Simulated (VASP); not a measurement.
**Lattice of C (Diamond) across functionals and dispersion corrections**

How close do the usual functionals, with and without dispersion, come to the cell of C (Diamond)? The levels: LDA, PBE, r2SCAN, PBE + D3(BJ), r2SCAN + rVV10, SCAN, PBE + TS and BLYP + D3(BJ). LASPH is on for some levels and off for others; the table marks which. The start is a cell from a database of measured crystal structures.

Program: VASP 6.6.1. Level of theory: LDA; plane waves and PAW (C), in the first sound run; inputs show where later runs differ. Results are calculated unless marked as measured.

**What experiment says.**

“Fermi level pinning by defects can explain the large reported carbon 1s binding energy variations in diamond” (2019, arxiv:1902.02958) quotes from earlier work for C, diamond (bulk crystal): lattice constant a (cubic lattice constant, experimental literature value) 3.5669 Å [literature value used as input for the calculation cells; temperature not stated].

Report form: the programs' logs are mostly left out.

**1. Starting point**

Before any relaxation, the start is as follows. The structure is cubic, space group Fd-3m (No. 227). Conventional cell: a = 3.567 Å, b = 3.567 Å, c = 3.567 Å, α = 90.00°, β = 90.00°, γ = 90.00°. Nearest to C lie 4 C at 1.54 Å.

Coordinates:

```xyz
2
Lattice="0.0000 1.7834 1.7834 1.7834 0.0000 1.7834 1.7834 1.7834 0.0000" Properties=species:S:1:pos:R:3 pbc="T T T"
C     0.0000    0.0000    0.0000
C     0.8917    0.8917    0.8917
```

**2. Relaxation with LDA**

Properties are meant for the cell that this level of theory prefers, so cell and atoms are relaxed first (ISIF = 3) until forces and stress are small; EDIFFG sets the threshold. LDA, the lowest rung, knows the local density alone.

INCAR reads:

```
SYSTEM = C
PREC = Accurate
ENCUT = 560
EDIFF = 1E-06
NELM = 100
ISMEAR = -1
SIGMA = 0.05
LREAL = .FALSE.
ALGO = Normal
GGA = CA
NBANDS = 10
LORBIT = 11
LWAVE = .FALSE.
LCHARG = .FALSE.
KPAR = 2
IBRION = 2
NSW = 60
ISIF = 3
EDIFFG = -0.01
```

POSCAR reads:

```
C
1.0
    0.0000000000      1.7833700000      1.7833700000
    1.7833700000      0.0000000000      1.7833700000
    1.7833700000      1.7833700000      0.0000000000
C
2
Direct
    0.0000000000      0.0000000000      0.0000000000
    0.2500000000      0.2500000000      0.2500000000
```

KPOINTS reads:

```
Automatic mesh
0
Gamma
11 11 11
0 0 0
```

The projector-augmented-wave data sets are C (PBE family, release 64).

Started as:

```console
> mpirun -np 2 vasp_std
```

Wall time 3.6 s (2 MPI ranks of Intel Xeon 6975P-C (Granite Rapids), shared host); peak memory 0.21 GiB.

The gap is read on the k-mesh alone, so it is an upper bound where the band edges lie off the mesh. The PAW data sets were made with PBE, though LDA sets exist; this is a small mismatch. The run keeps the 48 symmetry operations of its start, so it cannot find a distortion of lower symmetry.

The steps of the relaxation:

```csv
step,energy less that of the first step (eV),largest force (eV/Å),pressure (GPa),volume (Å³)
1,0.0000,0.0000,-10.96,11.34
2,0.0069,0.0000,15.67,10.72
3,-0.0097,0.0000,-0.09,11.07
```

```csv
"conventional cell, symmetrised",before,after,change
a (Å),3.567,3.538,-0.8 %
b (Å),3.567,3.538,-0.8 %
c (Å),3.567,3.538,-0.8 %
volume (Å³/atom),5.67,5.53,-2.4 %
```

The relaxed structure:

```cif
data_structure
_symmetry_space_group_name_H-M 'P 1'
_symmetry_Int_Tables_number 1
_cell_length_a 2.5015
_cell_length_b 2.5015
_cell_length_c 2.5015
_cell_angle_alpha 60.000
_cell_angle_beta 60.000
_cell_angle_gamma 60.000
_cell_volume 11.07
loop_
_atom_site_label
_atom_site_type_symbol
_atom_site_fract_x
_atom_site_fract_y
_atom_site_fract_z
_atom_site_occupancy
C1 C 0.00000 0.00000 0.00000 1
C2 C 0.25000 0.25000 0.25000 1
```

This step gave:

* electrons: 8
* bands: 10
* irreducible k-points: 56
* symmetry operations: 48
* free energy (TOTEN): -20.28 eV
* Fermi energy: 10.89 eV
* pressure: -0.08530 GPa
* metallic: no
* valence top at k: 0, 0, 0
* conduction bottom at k: 0.3636, 0.3636, 0
* least direct gap at k: 0, 0, 0
* SCF cycles over all ionic steps: 23
* gap on the k-mesh: 4.160 eV
* least direct gap on the k-mesh: 5.615 eV

It ends with forces that vanish by symmetry and a pressure of -0.09 GPa. The volume lies -2.4 % from that of the database's start, which holds the thermal and zero-point expansion of its experiment. The conventional cell has a = 3.538 Å.

**3. Relaxation with PBE**

This step: PBE; plane waves and PAW (C) (VASP 6.6.1).

PBE, the usual starting point, adds the gradient of the density.

INCAR: that of step 2 with these lines changed.

```diff
@@ -9,3 +9,3 @@
 ALGO = Normal
-GGA = CA
+GGA = PE
 NBANDS = 10
```

POSCAR is that of step 2.

KPOINTS is that of step 2.

Started as:

```console
> mpirun -np 2 vasp_std
```

The job ended after 3.4 s (2 MPI ranks; peak memory 0.22 GiB; 5.7 s of CPU time).

Relaxation path:

```csv
step,energy less that of the first step (eV),largest force (eV/Å),pressure (GPa),volume (Å³)
1,0.0000,0.0000,2.11,11.34
2,0.0002,0.0000,-2.55,11.47
3,-0.0004,0.0000,0.01,11.40
```

```csv
"conventional cell, symmetrised",before,after,change
a (Å),3.567,3.573,+0.2 %
b (Å),3.567,3.573,+0.2 %
c (Å),3.567,3.573,+0.2 %
volume (Å³/atom),5.67,5.70,+0.5 %
```

The relaxed structure:

```xyz
2
Lattice="0.0000 1.7863 1.7863 1.7863 0.0000 1.7863 1.7863 1.7863 0.0000" Properties=species:S:1:pos:R:3 pbc="T T T"
C     0.0000    0.0000    0.0000
C     0.8931    0.8931    0.8931
```

This step gave:

```yaml
free_energy_toten: -18.19 eV
fermi_energy: 10.61 eV
pressure: 0.008485 GPa
scf_cycles_over_all_ionic_steps: 19
gap_on_the_k_mesh: 4.118 eV
least_direct_gap_on_the_k_mesh: 5.577 eV
```

It ends at 5.699 Å³/atom, +0.5 % from the start, with 0.01 GPa left. The conventional cell has a = 3.573 Å.

**4. Relaxation with r2SCAN**

This step: r2SCAN; plane waves and PAW (C) (VASP 6.6.1).

r2SCAN adds the kinetic-energy density, costs more than a GGA and is run with LASPH.

INCAR: that of step 3 with these lines changed.

```diff
@@ -9,3 +9,4 @@
 ALGO = Normal
-GGA = PE
+METAGGA = R2SCAN
+LASPH = .TRUE.
 NBANDS = 10
```

POSCAR is that of step 3.

KPOINTS is that of step 3.

Started as:

```console
> mpirun -np 2 vasp_std
```

Wall time 13 s (2 MPI ranks); peak memory 0.22 GiB; 25 s of CPU time.

The PAW data sets were made with PBE, which is usual practice but a small mismatch for other functionals.

Relaxation path:

```csv
step,energy less that of the first step (eV),largest force (eV/Å),pressure (GPa),volume (Å³)
1,0.0000,0.0000,-1.70,11.34
2,0.0001,0.0000,2.17,11.25
3,-0.0002,0.0000,0.02,11.30
```

```csv
"conventional cell, symmetrised",before,after,change
a (Å),3.567,3.562,-0.1 %
b (Å),3.567,3.562,-0.1 %
c (Å),3.567,3.562,-0.1 %
volume (Å³/atom),5.67,5.65,-0.4 %
```

Final coordinates:

```
C
1.0
     0.00000    1.78100    1.78100
     1.78100    0.00000    1.78100
     1.78100    1.78100    0.00000
C
2
Direct
  0.00000 0.00000 0.00000
  0.25000 0.25000 0.25000
```

It ends at 5.649 Å³/atom, -0.4 % from the start, with 0.02 GPa left. The conventional cell has a = 3.562 Å.

**5. Relaxation with PBE + D3(BJ)**

This step: PBE with D3(BJ); plane waves and PAW (C) (VASP 6.6.1).

A dispersion term adds the long-range attraction that semilocal functionals lack. D3 with Becke-Johnson damping keeps a finite attraction at short range.

INCAR: that of step 4 with these lines changed.

```diff
@@ -9,4 +9,4 @@
 ALGO = Normal
-METAGGA = R2SCAN
-LASPH = .TRUE.
+GGA = PE
+IVDW = 12
 NBANDS = 10
```

POSCAR is that of step 4.

KPOINTS is that of step 4.

Started as:

```console
> mpirun -np 2 vasp_std
```

Elapsed: 3.2 s, on 2 MPI ranks; peak memory 0.26 GiB; 5 s of CPU time.

Relaxation path:

```csv
step,energy less that of the first step (eV),largest force (eV/Å),pressure (GPa),volume (Å³)
1,0.0000,0.0000,-3.27,11.34
2,0.0005,0.0000,4.19,11.15
3,-0.0009,0.0000,0.00,11.26
```

```csv
"conventional cell, symmetrised",before,after,change
a (Å),3.567,3.558,-0.3 %
b (Å),3.567,3.558,-0.3 %
c (Å),3.567,3.558,-0.3 %
volume (Å³/atom),5.67,5.63,-0.8 %
```

Final coordinates:

```cif
data_structure
_symmetry_space_group_name_H-M 'P 1'
_symmetry_Int_Tables_number 1
_cell_length_a 2.5157
_cell_length_b 2.5157
_cell_length_c 2.5157
_cell_angle_alpha 60.000
_cell_angle_beta 60.000
_cell_angle_gamma 60.000
_cell_volume 11.26
loop_
_atom_site_label
_atom_site_type_symbol
_atom_site_fract_x
_atom_site_fract_y
_atom_site_fract_z
_atom_site_occupancy
C1 C 0.00000 0.00000 0.00000 1
C2 C 0.25000 0.25000 0.25000 1
```

It ends at 5.629 Å³/atom, -0.8 % from the start, with 0.00 GPa left. The conventional cell has a = 3.558 Å. Against plain PBE, the dispersion term moves a by -0.4 %.

**6. Relaxation with r2SCAN + rVV10**

This step: r2SCAN with rVV10; plane waves and PAW (C) (VASP 6.6.1).

LUSE_VDW switches on a nonlocal correlation term for dispersion.

INCAR: that of step 5 with these lines changed.

```diff
@@ -9,4 +9,8 @@
 ALGO = Normal
-GGA = PE
-IVDW = 12
+METAGGA = R2SCAN
+LUSE_VDW = .TRUE.
+IVDW_NL = 2
+BPARAM = 11.95
+CPARAM = 0.0093
+LASPH = .TRUE.
 NBANDS = 10
```

POSCAR is that of step 5.

KPOINTS is that of step 5.

Started as:

```console
> mpirun -np 2 vasp_std
```

Elapsed: 26 s, on 2 MPI ranks; peak memory 0.32 GiB.

It ends at 5.638 Å³/atom, -0.6 % from the start, with 0.01 GPa left. The conventional cell has a = 3.560 Å. Against plain r2SCAN, the dispersion term moves a by -0.1 %.

**7. Relaxation with SCAN**

This step: SCAN; plane waves and PAW (C) (VASP 6.6.1).

SCAN adds the kinetic-energy density; it is numerically more delicate than r2SCAN.

INCAR: that of step 6 with these lines changed.

```diff
@@ -9,7 +9,3 @@
 ALGO = Normal
-METAGGA = R2SCAN
-LUSE_VDW = .TRUE.
-IVDW_NL = 2
-BPARAM = 11.95
-CPARAM = 0.0093
+METAGGA = SCAN
 LASPH = .TRUE.
```

POSCAR is that of step 6.

KPOINTS is that of step 6.

Started as:

```console
> mpirun -np 2 vasp_std
```

The job ended after 18 s (2 MPI ranks; peak memory 0.23 GiB; 35 s of CPU time).

It ends at 5.613 Å³/atom, -1.0 % from the start, with 0.09 GPa left. The conventional cell has a = 3.554 Å.

**8. Relaxation with PBE + TS**

This step: PBE with TS; plane waves and PAW (C) (VASP 6.6.1).

The Tkatchenko-Scheffler scheme scales free-atom polarisabilities by Hirshfeld volumes.

INCAR: that of step 7 with these lines changed.

```diff
@@ -9,4 +9,4 @@
 ALGO = Normal
-METAGGA = SCAN
-LASPH = .TRUE.
+GGA = PE
+IVDW = 20
 NBANDS = 10
```

POSCAR is that of step 7.

KPOINTS is that of step 7.

Started as:

```console
> mpirun -np 2 vasp_std
```

Run time: 5.8 s. Hardware: 2 MPI ranks; peak memory 0.22 GiB.

It ends at 5.604 Å³/atom, -1.2 % from the start, with 0.02 GPa left. The conventional cell has a = 3.552 Å. Against plain PBE, the dispersion term moves a by -0.6 %.

**9. Relaxation with BLYP + D3(BJ)**

This step: BLYP with D3(BJ); plane waves and PAW (C) (VASP 6.6.1).

BLYP comes from molecular chemistry and underbinds dense solids.

INCAR: that of step 8 with these lines changed.

```diff
@@ -9,4 +9,12 @@
 ALGO = Normal
-GGA = PE
-IVDW = 20
+GGA = B5
+ALDAX = 1
+AGGAX = 1
+AGGAC = 1
+ALDAC = 0
+IVDW = 12
+VDW_S6 = 1
+VDW_S8 = 2.6996
+VDW_A1 = 0.4298
+VDW_A2 = 4.2359
 NBANDS = 10
```

POSCAR is that of step 8.

KPOINTS is that of step 8.

Started as:

```console
> mpirun -np 2 vasp_std
```

Run time: 4.8 s. Hardware: 2 MPI ranks; peak memory 0.25 GiB; 8.4 s of CPU time.

It ends at 5.687 Å³/atom, +0.3 % from the start, with 0.01 GPa left. The conventional cell has a = 3.570 Å.

**10. The cells as a table**

This step: relaxed cells at several levels; plane waves and PAW (VASP 6.6.1).

This step runs nothing: it gathers the runs above.

Lengths are those of the conventional cell; cost is the wall time of each run, as given at its step, times its ranks, without the set-up around it; LASPH differs between rows, which moves results and costs too. Results by level, by row:

```csv
level,volume (Å³/atom),change from the start (%),a (Å),cost (core minutes),LASPH
LDA,5.53,-2.4,3.538,0.12,off
PBE,5.7,0.5,3.573,0.113,off
r2SCAN,5.65,-0.4,3.562,0.433,on
PBE + D3(BJ),5.63,-0.8,3.558,0.107,off
r2SCAN + rVV10,5.64,-0.6,3.56,0.867,on
SCAN,5.61,-1,3.554,0.607,on
PBE + TS,5.6,-1.2,3.552,0.193,off
BLYP + D3(BJ),5.69,0.3,3.57,0.16,off
```

**11. What came out**

```yaml
volume_lda: 5.534 Å³/atom
volume_pbe: 5.699 Å³/atom
volume_r2scan: 5.649 Å³/atom
volume_pbe_d3_bj: 5.629 Å³/atom
volume_r2scan_rvv10: 5.638 Å³/atom
volume_scan: 5.613 Å³/atom
volume_pbe_ts: 5.604 Å³/atom
volume_blyp_d3_bj: 5.687 Å³/atom
```

In words: For C (Diamond) the levels give volumes between 5.534 Å³/atom (LDA) and 5.699 Å³/atom (PBE), a spread of 3.0 %, while the cost of the finished runs spans a factor of 8.1. Within 1 % of experiment on every length: LDA, PBE, r2SCAN, PBE + D3(BJ), r2SCAN + rVV10, SCAN, PBE + TS and BLYP + D3(BJ). The nearest, BLYP + D3(BJ), is among the cheap ones. Thermal and zero-point expansion, often some tenths of a per cent in length, bear on this order: with the measured lengths lowered by an assumed 0.4 % the nearest becomes PBE + TS. The costs hold the number of ionic steps as well as the price of the functional. The closing table has room for seven levels; PBE + TS stands in the table of levels alone. Adding D3(BJ) to PBE changes the volume by -1.2 % (a by -0.4 %). Adding rVV10 to r2SCAN changes the volume by -0.2 % (a by -0.1 %). Adding TS to PBE changes the volume by -1.7 % (a by -0.6 %). Within 0.02 Å all end in space group Fd-3m; the runs can't lower the symmetry of the start. LASPH is on for some levels and off for others, so differences between them are not the functional's alone. Each is a single relaxation on the plane waves of the start cell, so larger changes of volume carry a basis-set error that was not tested here.

Computed beside measured:

| quantity | measured | LDA | PBE | r2SCAN | PBE + D3(BJ) | r2SCAN + rVV10 | SCAN | BLYP + D3(BJ) |
| --- | --- | --- | --- | --- | --- | --- | --- | --- |
| lattice constant a (Å) | 3.5669 | 3.538 (-0.8 %) | 3.573 (+0.2 %) | 3.562 (-0.1 %) | 3.558 (-0.3 %) | 3.560 (-0.2 %) | 3.554 (-0.3 %) | 3.570 (+0.1 %) |

Measured values from arxiv:1902.02958 (2019).

**Verdict.** For the lattice constant a, of the levels listed nearest comes BLYP + D3(BJ) (+0.1 %, good agreement) and farthest LDA (-0.8 %, fair agreement). The grades are ours: good and fair within 0.7 and 1.5 % for the lattice constant a. For lattice constants the calculation has a static lattice, without zero-point motion or thermal expansion.

[Lines on the potential files, build, host, timing and source positions are cut from VASP's logs without a mark.]

[Logs are printed without paths, hosts, clocks, repeated set-up lines and the standing remarks that a program may print on its own settings, such as how far it seeks lower states.]

[Hosts, paths, dates, database ids (printed as entryN), source tags and the programs' standing remarks are cut or masked in the printed files.]

[A measured line is paired with the nearest computed mode of its activity, which favours agreement.]
